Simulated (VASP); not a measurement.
Given:

```
CELL_PARAMETERS angstrom
      1.72417    -2.98634     0.00000
      1.72417     2.98634     0.00000
      0.00000     0.00000     5.56779
ATOMIC_POSITIONS crystal
  Tl 0.33333 0.66667 0.25000
  Tl 0.66667 0.33333 0.75000
```

Calculation: vdW-DF-cx, VASP's PBE PAW potentials (set 64) (plane waves; VASP 6.6.1). Settings: 520 eV cut-off, Gaussian smearing of 0.050 eV, potentials Tl_d.

Unless said otherwise, spin-orbit coupling is left out, though it shifts the bands of the heavy elements here.

Question: What does the run give for the band gap (along the path) with the smallest direct gap where there is one?

Answer: 
```
Property                                                      Value
-------------------------  ----------------------------------------
band gap (along the path)  none (metal, semimetal or under 0.01 eV)
```

The absolute energy has meaning only against runs of the same code, potentials and settings.

The compound is Tl in the hcp structure. It was relaxed first.
